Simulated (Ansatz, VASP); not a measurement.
## Two plane-wave programs on LiMg4

```xyz
5
Lattice="-3.2016 3.2016 3.2016 3.2016 -3.2016 3.2016 3.2016 3.2016 -3.2016" Properties=species:S:1:pos:R:3 pbc="T T T"
Li    0.0000    0.0000    0.0000
Mg    1.6008    1.6008    1.6008
Mg    1.6008    1.6008   -1.6008
Mg    1.6008   -1.6008    1.6008
Mg   -1.6008    1.6008    1.6008
```

Alike in both runs: task relaxation of cell and atoms; functional PBE; k mesh 8 × 8 × 8; occupations gaussian, width 0.1 eV; no spin polarisation.

|  | VASP | Ansatz |
| --- | --- | --- |
| version | VASP 6.6.1 | Ansatz 0.2.0 |
| potentials or method | VASP PAW PBE potentials, release 64 (Li_sv, Mg) | scalar-relativistic, plane waves, PAW |
| plane-wave cutoff (eV) | 600 | 420 |
| valence electrons in the cell | 11 | 43 |

Ansatz gave:

| Quantity | Value |
| --- | --- |
| gap on the k mesh at the Fermi level, each at its own relaxed structure (eV) | none |
| relaxed volume (Å³/atom) | 26.08 |
| relaxed cell length with the largest relative difference (Å) | 5.533 |

**Question.** Which values does VASP return?

**Answer.** gap on the k mesh at the Fermi level, each at its own relaxed structure (eV): none; relaxed volume (Å³/atom): 25.96; relaxed cell length with the largest relative difference (Å): 5.525.

A gap of «none» marks a metal or a gap that the smearing closes. The two sets of potentials don't hold the same shells in valence.

Caveats: the cutoff is under 1.25 times the usual one of these potentials, so pressure, stress and relaxed cells hold a basis-set (Pulay) error (VASP).
